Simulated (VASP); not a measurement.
Given:

```
SrVO3
1.0
    3.88933     0.00000     0.00000
    0.00000     3.88933     0.00000
    0.00000     0.00000     3.88933
Sr V O
1 1 3
Cartesian
  0.00000   0.00000   0.00000
  1.94466   1.94466   1.94466
  1.94466   0.00000   1.94466
  0.00000   1.94466   1.94466
  1.94466   1.94466   0.00000
```

Level of theory: revPBE GGA, VASP's PBE PAW potentials (set 64) (plane waves; VASP). Numerical set-up: 520 eV cut-off, 9×9×9 Γ-centred mesh, tetrahedra with Blöchl corrections, potentials Sr_sv V_sv O.

**Question.** Estimate the energy per atom (σ→0), band gap (on the k-mesh) with the smallest direct gap where there is one.

**Answer.** 
```
Item                                                         Value
------------------------  ----------------------------------------
band gap (on the k-mesh)  none (metal, semimetal or under 0.01 eV)
energy per atom (σ→0)                               -7.492 eV/atom
```

Only differences to runs with the same potentials and settings are physical.

The compound is SrVO3 in the cubic perovskite structure. It was relaxed first. The run is not spin-polarised, so no magnetic state was tried. The electron count is odd and the run is not spin-polarised, which forces a metal.
